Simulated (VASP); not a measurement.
# PtC: single point with PBE

The system is PtC.

```
Pt C
1.0
     0.00000    2.23290    2.23290
     2.23290    0.00000    2.23290
     2.23290    2.23290    0.00000
Pt C
1 1
Direct
  0.00000 0.00000 0.00000
  0.50000 0.50000 0.50000
```

The cell comes from a database or a generator and needn't be the stable form of this composition.

```json
{
  "Program": "VASP 6.6.1",
  "Task": "single point",
  "Functional": "PBE",
  "Potentials or basis": "VASP PAW PBE potentials, release 64 (Pt, C)",
  "Cutoff": "520 eV",
  "k mesh": "13 × 13 × 13",
  "Occupations": "fermi-dirac, width 0.03 eV",
  "Spin": "no spin polarisation",
  "Dipole correction": "no",
  "Further INCAR settings": "ALGO = Normal; EDIFF = 1e-07; NBANDS = 14"
}
```

* Pressure: -0.1 GPa
* Band gap on the k mesh: none (metal or under the smearing width)

Levels at points of the mesh, in eV from the Fermi level:
| k point | band 4 | band 5 | band 6 | band 7 | band 8 | band 9 | band 10 | band 11 |
| --- | --- | --- | --- | --- | --- | --- | --- | --- |
| (0.00, 0.00, 0.00) | -4.26 | -3.57 | -3.57 | -0.22 | -0.22 | -0.22 | 5.95 | 12.25 |

Run time: 15 s on 1 thread of AMD EPYC 9R14 (Zen 4) (shared host), peak memory 0.13 GiB.

Spin-orbit coupling is left out, which matters for the levels of Pt.
